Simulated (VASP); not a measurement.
Here is the system:

```yaml
crystal:
  lattice:
    - [3.76767, 0.00000, 0.00000]
    - [0.00000, 3.76767, 0.00000]
    - [0.00000, 0.00000, 3.76767]
  atoms:
    - { symbol: Tl, position: [0.00000, 0.00000, 0.00000] }
    - { symbol: Cl, position: [0.50000, 0.50000, 0.50000] }
```

The numbers are results of PBEsol GGA, VASP's PBE PAW potentials (set 64) (plane waves; VASP), not measurements. Numerical set-up: 400 eV cut-off, 8×8×8 Γ-centred mesh, tetrahedra with Blöchl corrections, potentials Tl_d Cl.

Unless said otherwise, spin-orbit coupling is left out, though it shifts the bands of the heavy elements here.

**Question.** Predict the energy per atom (σ→0), band gap (on the k-mesh) with the smallest direct gap where there is one.

**Answer.** 
```
Property                                     Result
-----------------------------------  --------------
band gap (on the k-mesh)                    1.80 eV
smallest direct gap (on the k-mesh)         1.80 eV
energy per atom (σ→0)                -3.235 eV/atom
```

The compound is TlCl in the CsCl type structure. It was relaxed first, which changed the volume by -6 %.
